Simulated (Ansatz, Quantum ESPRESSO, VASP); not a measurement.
## One structure in several programs: ScSi₂Cu₂ (I4/mmm, 5 atoms in the cell)

Self-consistent single point.

```xyz
5
Lattice="-1.9028 1.9028 5.0138 1.9028 -1.9028 5.0138 1.9028 1.9028 -5.0138" Properties=species:S:1:pos:R:3 pbc="T T T"
Sc     0.0000     0.0000     0.0000
Si     0.0000     0.0000     6.1522
Si     0.0000     0.0000     3.8754
Cu     1.9028     0.0000     2.5069
Cu     0.0000     1.9028     2.5069
```

All programs got the same cell, k-point mesh and kind of occupations (in Ansatz's words: kpoints.mp_grid.grid = 9 9 9; scf.occupations.method = fermi_dirac; scf.occupations.width = 0.01 Ry); potentials, basis and cutoffs are each program's usual ones.

```tsv
code	model	pressure (GPa)	largest force (eV/Å)	cutoff
Quantum ESPRESSO	LDA (PZ), GBRV 1.5 ultrasoft (LDA) pseudopotentials	-6.55	0.178	50 Ry
VASP	LDA (PZ), VASP's LDA PAW potentials (set 64)	-7.02	0.152	300 eV
Ansatz	LDA (PW92), PAW files made with PBE	-6.30	0.200	30.9 Ry
```

The spread over the programs that give each value: pressure within 0.72 GPa; largest force within 0.048 eV/Å.

The starting cell comes from a database of computed structures (which also holds hypothetical and non-ambient phases and stackings), without a prior relaxation at this level. Its lattice was rescaled by a random factor within 2.5 % of one. On Ansatz's run: Spin polarisation is off. In the base run, with a pressure of about -6 GPa the cell is away from its equilibrium volume at this level.

Problem. Why do the programs differ, and what cannot be compared?

Solution. Differences of this kind can come from the potentials, where these differ, and from what each basis and cutoff leave unconverged. The valence holds different numbers of electrons (Quantum ESPRESSO 57, VASP 41, Ansatz (a quantum-chemistry and plane-wave program) 57). The zero of total energies and Fermi levels follows the potentials and each program's conventions, so they are not compared here. Ansatz's pressure is given at a fixed set of plane waves, as the other plane-wave codes print theirs; with its correction for the finite basis it is -6.25 GPa. Ansatz's smearing width was typed in Ry to four decimals, so it matches the others to a few per cent. The same LDA comes in different parametrisations, which differ slightly.

VASP's run is marked for a possible Pulay error in its stress at this cutoff; no cutoff test was made.

Left out of this page: ABINIT (stopped by limits of time or memory); GPAW, FLEUR and SIESTA (not drawn, or without a comparable value).

Keys are those of Ansatz 0.2.
